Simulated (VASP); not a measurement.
Level of theory: PBE GGA, VASP's PBE PAW potentials (set 64) (plane waves; VASP).

VASP ran on this input.

INCAR:
```
SYSTEM = ZnO
PREC = Accurate
ENCUT = 520
EDIFF = 1E-6
NELM = 100
ALGO = Normal
LREAL = .FALSE.
LASPH = .TRUE.
ISMEAR = 0
SIGMA = 0.05
GGA = PE
LMAXMIX = 4
LWAVE = .FALSE.
LCHARG = .FALSE.
ISIF = 2
```

### KPOINTS
```
Automatic mesh
0
Gamma
11 11 7
0 0 0
```

File POSCAR:
```
ZnO
1.0
  1.6250000000  -2.8145830000   0.0000000000
  1.6250000000   2.8145830000   0.0000000000
  0.0000000000   0.0000000000   5.2100000000
Zn O
2 2
Cart
  1.6250000000  -0.9381962097   2.6050000000
  1.6250000000   0.9381962097   0.0000000000
  1.6250000000  -0.9381962097   4.5952200000
  1.6250000000   0.9381962097   1.9902200000
```

POTCAR, in this order: Zn O (PBE.64 set). Program: vasp_std.

What VASP printed:

File OUTCAR:
```
 ion  position               nearest neighbor table
   1  0.667  0.333  0.500-   4 1.97   4 1.97   4 1.97   3 1.99
   2  0.333  0.667  0.000-   3 1.97   3 1.97   3 1.97   4 1.99
   3  0.667  0.333  0.882-   2 1.97   2 1.97   2 1.97   1 1.99
   4  0.333  0.667  0.382-   1 1.97   1 1.97   1 1.97   2 1.99
  LATTYP: Found a hexagonal cell.
 ALAT       =     3.2500003791
 C/A-ratio  =     1.6030767361
 Subroutine PRICEL returns:
 Original cell was already a primitive cell.
 Subroutine GETGRP returns: Found 12 space group operations
The static configuration has the point symmetry C_3v.
 The point group associated with its full space group is C_6v.
The dynamic configuration has the point symmetry C_3v.
 Subroutine INISYM returns: Found 12 space group operations
 Subroutine IBZKPT returns following result:
 Found     64 irreducible k-points:

 Following reciprocal coordinates:
            Coordinates               Weight
  0.000000  0.000000  0.000000      1.000000
  0.090909 -0.000000  0.000000      6.000000
  0.181818  0.000000  0.000000      6.000000
  0.272727  0.000000  0.000000      6.000000
  0.363636  0.000000  0.000000      6.000000
...
```

**OSZICAR**
```
       N       E                     dE             d eps       ncg     rms          rms(c)
DAV:   1     0.290064733914E+03    0.29006E+03   -0.18956E+04  2816   0.238E+03
DAV:   2     0.956692468762E+01   -0.28050E+03   -0.26911E+03  3032   0.444E+02
DAV:   3    -0.204891168227E+02   -0.30056E+02   -0.29776E+02  3272   0.154E+02
DAV:   4    -0.210622976281E+02   -0.57318E+00   -0.57266E+00  3110   0.228E+01
DAV:   5    -0.210666307481E+02   -0.43331E-02   -0.43323E-02  3266   0.190E+00    0.151E+01
DAV:   6    -0.176840890996E+02    0.33825E+01   -0.11801E+01  4780   0.727E+01    0.927E+00
DAV:   7    -0.178595312854E+02   -0.17544E+00   -0.26731E+00  2974   0.196E+01    0.552E+00
DAV:   8    -0.178849234053E+02   -0.25392E-01   -0.80501E-01  4260   0.920E+00    0.181E+00
DAV:   9    -0.178215607044E+02    0.63363E-01   -0.18781E-01  4480   0.798E+00    0.335E-01
DAV:  10    -0.178252646858E+02   -0.37040E-02   -0.56384E-02  2840   0.176E+00    0.157E-01
DAV:  11    -0.178251954867E+02    0.69199E-04   -0.17193E-03  4090   0.656E-01    0.404E-02
DAV:  12    -0.178252557677E+02   -0.60281E-04   -0.21470E-04  3968   0.338E-01    0.340E-02
DAV:  13    -0.178252508461E+02    0.49216E-05   -0.40950E-05  3592   0.148E-01    0.127E-02
DAV:  14    -0.178252518406E+02   -0.99453E-06   -0.17291E-05  3098   0.382E-02    0.533E-03
DAV:  15    -0.178252512299E+02    0.61075E-06   -0.18214E-06  2182   0.121E-02
   1 F= -.17825251E+02 E0= -.17825251E+02  d E =-.223341E-12
```

File OUTCAR:
```
------------------------ aborting loop because EDIFF is reached ----------------------------------------
  FORCE on cell =-STRESS in cart. coord.  units (eV):
  Direction    XX          YY          ZZ          XY          YZ          ZX
  --------------------------------------------------------------------------------------
  Total        1.7222701      1.7222707      1.7472999      0.0000000      0.0000000      0.0000000
  in kB       57.8997525     57.8997705     58.7412091      0.0000000      0.0000000      0.0000000
  external PRESSURE =      58.1802440 kB  Pullay stress =       0.0000000 kB
  volume of cell :       47.66
      direct lattice vectors                 reciprocal lattice vectors
     1.625000000 -2.814583000  0.000000000     0.307692308 -0.177646209  0.000000000
     1.625000000  2.814583000  0.000000000     0.307692308  0.177646209  0.000000000
     0.000000000  0.000000000  5.210000000     0.000000000  0.000000000  0.191938580
  FREE ENERGIE OF THE ION-ELECTRON SYSTEM (eV)
  ---------------------------------------------------
  free  energy   TOTEN  =       -17.8252512299 eV

  energy  without entropy=      -17.8252512299  energy(sigma->0) =      -17.82525123
```
(Selected blocks of OUTCAR.)

The compound is ZnO in the wurtzite structure. The cell was not relaxed at this level. The run is one of a series of settings (KPOINTS 11×11×7 Γ-centred mesh against the base run), some of them coarse on purpose.
